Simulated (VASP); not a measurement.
The cell holds one GaP (zinc blende) (110) slab, with vacuum along c, ions free to move until forces fall under 0.03 eV/Å, no reconstruction beyond this cell, dipole correction on. Ionisation potential and electron affinity count from the cell's own band edges, surface states included.

Consider the following.

```
CELL_PARAMETERS angstrom
      5.43669     0.00000     0.00000
      0.00000     3.84432     0.00000
      0.00000     0.00000    26.49632
ATOMIC_POSITIONS crystal
  Ga 0.94506 0.00000 0.66548
  Ga 0.51899 0.50000 0.61241
  Ga 0.01578 0.00000 0.53487
  Ga 0.51578 0.50000 0.46513
  Ga 0.01899 0.00000 0.38759
  Ga 0.44506 0.50000 0.33452
  P  0.26833 0.00000 0.60815
  P  0.73815 0.50000 0.68972
  P  0.26369 0.00000 0.46227
  P  0.76369 0.50000 0.53773
  P  0.23815 0.00000 0.31028
  P  0.76833 0.50000 0.39185
```

Level of theory: PBEsol GGA, VASP's PBE PAW potentials (set 64) (plane waves; VASP). Settings: 400 eV cut-off, 4×5×1 Γ-centred mesh, Gaussian smearing of 0.050 eV, potentials Ga_d P.

Slab and bulk use different k-meshes, so the surface energy is good to a few per cent at best.

Task: Predict its surface energy, ionisation potential, electron affinity.

Result: 
```yaml
surface_energy: 0.90 J/m²
ionisation_potential: 5.29 eV
electron_affinity: 4.20 eV
```

The cell is a thin slab with vacuum, built from GaP (zinc blende): (110) face.
